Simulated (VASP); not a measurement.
Calculation: PBE GGA, VASP's PBE PAW potentials (set 64) (plane waves; VASP).

VASP ran on this input.

File KPOINTS:
```
K-points
0
Gamma
 12 12 7
```

### INCAR
```
# general
SYSTEM  = Zr
PREC    = Accurate
ENCUT   = 400   # plane-wave cut-off (eV)
LREAL   = F
LASPH   = T   # aspherical one-centre terms

# electronic loop
EDIFF   = 1E-6
NELM    = 100
ALGO    = Normal
IMIX    = 4
AMIX    = 0.1
BMIX    = 0.0001
LMAXMIX = 4   # l cut-off of mixed one-centre charges

# smearing
ISMEAR  = 1   # Methfessel-Paxton
SIGMA   = 0.1   # width (eV)

# functional
GGA     = PE   # PBE

# ions
ISIF    = 2

# output
LWAVE   = F
LCHARG  = F
```

POSCAR:
```
Zr
1
    1.6520830000    -2.7927280000     0.0000000000
    1.6520830000     2.7927280000     0.0000000000
    0.0000000000     0.0000000000     5.0252640000
Zr
2
Direct
  0.3333330000   0.6666670000   0.2500000000
  0.6756180000   0.3422840000   0.7500000000
```

POTCAR, in this order: Zr_sv (PBE.64 set). Program: vasp_std.

Q: What will the output report for the number of irreducible k-points (NKPTS), number of bands (NBANDS), largest plane-wave count, number of space-group operations, FFT grid (NGX, NGY, NGZ)?

A: 
The number of irreducible k-points (NKPTS) is 296 and the number of bands (NBANDS) is 16. The largest plane-wave count is 861, the number of space-group operations comes out as 4 and the FFT grid (NGX, NGY, NGZ) is 24 × 24 × 36.

The compound is Zr in the hcp structure. The cell was not relaxed at this level, atoms are displaced from their ideal sites. The run is one of a series of settings (AMIX = 0.1, BMIX = 0.0001, IMIX = 4 against the base run), some of them coarse on purpose.
